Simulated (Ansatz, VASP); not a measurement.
Given: the input of a run of Ansatz 0.2.0 on GeBi3.

File input.yaml:

```yaml
crystal:
  lattice:
    - [0.0, 3.8145602558, 3.8145602558]
    - [3.8145602558, 0.0, 3.8145602558]
    - [3.8145602558, 3.8145602558, 0.0]
  atoms:
    - { symbol: Bi, position: [0.5, 0.5, 0.5] }
    - { symbol: Bi, position: [0.75, 0.75, 0.75] }
    - { symbol: Bi, position: [0.25, 0.25, 0.25] }
    - { symbol: Ge, position: [0.0, 0.0, 0.0] }
hamiltonian:
  xc: pbe
  pseudopotentials: { kind: paw }
kpoints:
  mp_grid: { grid: [6, 6, 6] }
scf:
  occupations: { method: fermi_dirac, width: 0.05 }
output:
  forces: true
  stress: true
  eigenvalues: true
```

Potentials or basis: Ansatz PAW.

The run is started by

```console
$ ansatz run input.yaml --threads 2 --pin off --max-ram 5120MiB --backend cpu --events-out ev --progress --plain --runs-dir out
```

Set up the same calculation for VASP 6.6.1. Potentials there: VASP PAW PBE potentials, release 64 (Bi_d, Ge_d).

As run (the cutoff follows the program's own potentials):

INCAR

```
ALGO = Normal
EDIFF = 1E-7
ENCUT = 520
GGA = PE
ISIF = 2
ISMEAR = -1
LASPH = True
LCHARG = False
LREAL = False
LWAVE = False
NBANDS = 38
NELM = 60
PREC = Accurate
SIGMA = 0.05
```

Contents of KPOINTS:

```
k-points
0
Gamma
  6 6 6
```

Contents of POSCAR:

```
GeBi3
1.0
    0.0000000000      3.8145602558      3.8145602558
    3.8145602558      0.0000000000      3.8145602558
    3.8145602558      3.8145602558      0.0000000000
Bi Ge
3 1
Direct
    0.5000000000      0.5000000000      0.5000000000
    0.7500000000      0.7500000000      0.7500000000
    0.2500000000      0.2500000000      0.2500000000
    0.0000000000      0.0000000000      0.0000000000
```

Potentials or basis: VASP PAW PBE potentials, release 64 (Bi_d, Ge_d).

Command:

```sh
$ cat potpaw_PBE.64/Bi_d/POTCAR potpaw_PBE.64/Ge_d/POTCAR > POTCAR
$ mpirun -np 1 vasp_std > vasp.out
```

Both were run:

|  | VASP | Ansatz | Ansatz less VASP |
| --- | --- | --- | --- |
| gap on the k mesh at the Fermi level (eV) | none | none | - |
| pressure (GPa) | 3.5 | 3.6 | +0.06 |

A gap of «none» marks a metal or a gap that the smearing closes.

Caveats: spin-orbit coupling is left out, which moves the levels of the heavy elements.
